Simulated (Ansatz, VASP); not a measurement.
## Two plane-wave programs on BiAu2

```xyz
6
Lattice="0.0000 3.9387 3.9387 3.9387 0.0000 3.9387 3.9387 3.9387 0.0000" Properties=species:S:1:pos:R:3 pbc="T T T"
Bi    0.0000    0.0000    0.0000
Bi    1.9694    1.9694    1.9694
Au    4.9234    4.9234    4.9234
Au    4.9234    2.9541    2.9541
Au    2.9541    2.9541    4.9234
Au    2.9541    4.9234    2.9541
```

Alike in both runs: functional LDA; k mesh 8 × 8 × 8; occupations gaussian, width 0.1 eV; no spin polarisation.

Ansatz relaxed the structure, and its values are those at the end. VASP's run is a single point on that final structure, the one shown.

```csv
,VASP,Ansatz
version,VASP 6.6.1,Ansatz 0.2.0
potentials or method,"VASP PAW LDA potentials, release 64 (Bi_d, Au)","scalar-relativistic, plane waves, PAW"
plane-wave cutoff (eV),520,420
valence electrons in the cell,74,106
```

|  | VASP | Ansatz | Ansatz less VASP |
| --- | --- | --- | --- |
| gap on the k mesh at the Fermi level (eV) | none | none | - |
| pressure (GPa) | 0.3 | 0.0 | -0.31 |

A gap of «none» marks a metal or a gap that the smearing closes. The two sets of potentials don't hold the same shells in valence.

Caveats: spin-orbit coupling is left out, which moves the levels of the heavy elements.
